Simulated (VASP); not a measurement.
SrTiO3 (Tausonite):

```
Sr Ti O
1.0
     3.90528    0.00000    0.00000
     0.00000    3.90528    0.00000
     0.00000    0.00000    3.90528
Sr Ti O
1 1 3
Direct
  0.50000 0.50000 0.50000
  0.00000 0.00000 0.00000
  0.50000 0.00000 0.00000
  0.00000 0.50000 0.00000
  0.00000 0.00000 0.50000
```

| Property | Result |
| --- | --- |
| Program | VASP 6.6.1 |
| Task | relaxation of cell and atoms |
| Functional | PBE |
| Potentials or basis | VASP PAW PBE potentials, release 64 (Sr_sv, Ti_sv, O) |
| Cutoff | 600 eV |
| k mesh | 8 × 8 × 8 |
| Occupations | gaussian, width 0.03 eV |
| Spin | no spin polarisation |

At the start: pressure 4.7 GPa; volume 11.91 Å³/atom.

**Question.** Where does the relaxation end?

**Answer.** Over 3 steps the energy falls by 4.6 meV/atom and the volume is 12.23 Å³/atom (+2.7 %); space group Pm-3m (No. 221, to 0.05 Å).

Step by step:
```tsv
step	energy change (eV)	largest force (eV/Å)	pressure (GPa)	volume (Å³)
1	0.0000	0.0000	4.69	59.56
2	-0.0057	0.0000	-3.75	62.62
3	-0.0232	0.0000	-0.02	61.17
```

Final structure:
```yaml
crystal:
  lattice:
    - [3.94020, 0.00000, 0.00000]
    - [0.00000, 3.94020, 0.00000]
    - [0.00000, 0.00000, 3.94020]
  atoms:
    - { symbol: Sr, position: [0.50000, 0.50000, 0.50000] }
    - { symbol: Ti, position: [0.00000, 0.00000, 0.00000] }
    - { symbol: O, position: [0.50000, 0.00000, 0.00000] }
    - { symbol: O, position: [0.00000, 0.50000, 0.00000] }
    - { symbol: O, position: [0.00000, 0.00000, 0.50000] }
```
